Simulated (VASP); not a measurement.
Method: optB86b-vdW, VASP's PBE PAW potentials (set 64) (plane waves; VASP).

Input for VASP

**KPOINTS**
```
k-points along high-symmetry lines
10
Line-mode
Reciprocal
  0.000000   0.000000   0.000000 ! GAMMA
  0.000000   0.500000   0.000000 ! X

  0.000000   0.500000   0.000000 ! X
  0.500000   0.500000   0.000000 ! M

  0.500000   0.500000   0.000000 ! M
  0.000000   0.000000   0.000000 ! GAMMA

  0.000000   0.000000   0.000000 ! GAMMA
  0.000000   0.000000   0.500000 ! Z

  0.000000   0.000000   0.500000 ! Z
  0.000000   0.500000   0.500000 ! R

  0.000000   0.500000   0.500000 ! R
  0.500000   0.500000   0.500000 ! A

  0.500000   0.500000   0.500000 ! A
  0.000000   0.000000   0.500000 ! Z

  0.000000   0.500000   0.000000 ! X
  0.000000   0.500000   0.500000 ! R

  0.500000   0.500000   0.000000 ! M
  0.500000   0.500000   0.500000 ! A
```

INCAR:
```
AGGAC = 0.0
ALGO = Normal
EDIFF = 1E-7
ENCUT = 520
GGA = MK
ICHARG = 11
ISMEAR = 0
LASPH = .TRUE.
LCHARG = .FALSE.
LORBIT = 11
LREAL = .FALSE.
LUSE_VDW = .TRUE.
LWAVE = .FALSE.
NELM = 100
PARAM1 = 0.1234
PARAM2 = 1.0
PREC = Accurate
SIGMA = 0.05
SYSTEM = SiO2
```

### POSCAR
```
SiO2
4.2052580
  1.0000001011   0.0000000000   0.0000000000
  0.0000000000   1.0000001011   0.0000000000
  0.0000000000   0.0000000000   0.6408884134
Si O
2 4
direct
  0.0000000000   0.0000000000   0.0000000000
  0.5000000000   0.5000000000   0.5000000000
  0.3059451370   0.3059451370   1.0000000000
  0.8059451370   0.1940548630   0.5000000000
  0.1940548630   0.8059451370   0.5000000000
  0.6940548630   0.6940548630   0.0000000000
```

POTCAR, in this order: Si O (PBE.64 set). Program: vasp_std. Read from the step before: CHGCAR.

Output of the run:

### OSZICAR
```
       N       E                     dE             d eps       ncg     rms          rms(c)
DAV:   1     0.168464522112E+03    0.16846E+03   -0.17766E+04  3616   0.153E+03
DAV:   2    -0.309309673486E+02   -0.19940E+03   -0.19233E+03  4956   0.313E+02
DAV:   3    -0.377992631146E+02   -0.68683E+01   -0.68360E+01  4312   0.610E+01
DAV:   4    -0.378613376401E+02   -0.62075E-01   -0.61960E-01  4248   0.651E+00
DAV:   5    -0.378622041664E+02   -0.86653E-03   -0.86638E-03  4132   0.712E-01
DAV:   6    -0.378622260559E+02   -0.21889E-04   -0.21889E-04  4288   0.960E-02
DAV:   7    -0.378622267370E+02   -0.68108E-06   -0.68109E-06  4148   0.148E-02
DAV:   8    -0.378622267571E+02   -0.20160E-07   -0.20178E-07  3220   0.229E-03
   1 F= -.37862227E+02 E0= -.37862227E+02  d E =-.363611E-16
```

**OUTCAR**
```
 val. band max:        7.8354303229   @ k =   0.0000   0.0000   0.0000

 cond. band min:      13.1448570865   @ k =   0.0000   0.0000   0.0000



 k-point     1 :       0.0000    0.0000    0.0000
  band No.  band energies     occupation
      1     -14.4256      2.00000
      2     -10.8925      2.00000
      3     -10.8925      2.00000
      4     -10.6467      2.00000
      5      -2.8612      2.00000
      6       1.5522      2.00000
      7       1.5522      2.00000
      8       1.7546      2.00000
      9       2.4975      2.00000
     10       2.8636      2.00000
     11       4.7485      2.00000
     12       4.7485      2.00000
     13       5.3346      2.00000
     14       6.9710      2.00000
     15       6.9710      2.00000
     16       7.8354      2.00000
     17      13.1449      0.00000
     18      14.4428      0.00000
     19      16.1553      0.00000
     20      16.1553      0.00000

 k-point     2 :       0.0000    0.0556    0.0000
  band No.  band energies     occupation
      1     -14.4097      2.00000
      2     -11.0256      2.00000
      3     -10.8843      2.00000
      4     -10.5481      2.00000
      5      -2.8383      2.00000
      6       1.4383      2.00000
      7       1.5346      2.00000
      8       1.8363      2.00000
      9       2.5097      2.00000
     10       2.9590      2.00000
     11       4.7139      2.00000
     12       4.7555      2.00000
     13       5.3448      2.00000
     14       6.9006      2.00000
     15       6.9657      2.00000
     16       7.8114      2.00000
     17      13.1993      0.00000
     18      14.4695      0.00000
     19      16.1585      0.00000
     20      16.1647      0.00000

 k-point     3 :       0.0000    0.1111    0.0000
  band No.  band energies     occupation
      1     -14.3621      2.00000
      2     -11.2605      2.00000
      3     -10.8602      2.00000
      4     -10.4154      2.00000
      5      -2.7704      2.00000
      6       1.1657      2.00000
...
```

The density is held fixed in this step, so its total energy and stress have no physical meaning.

The compound is SiO2 in the rutile structure, stishovite, a high-pressure form. It was relaxed first.
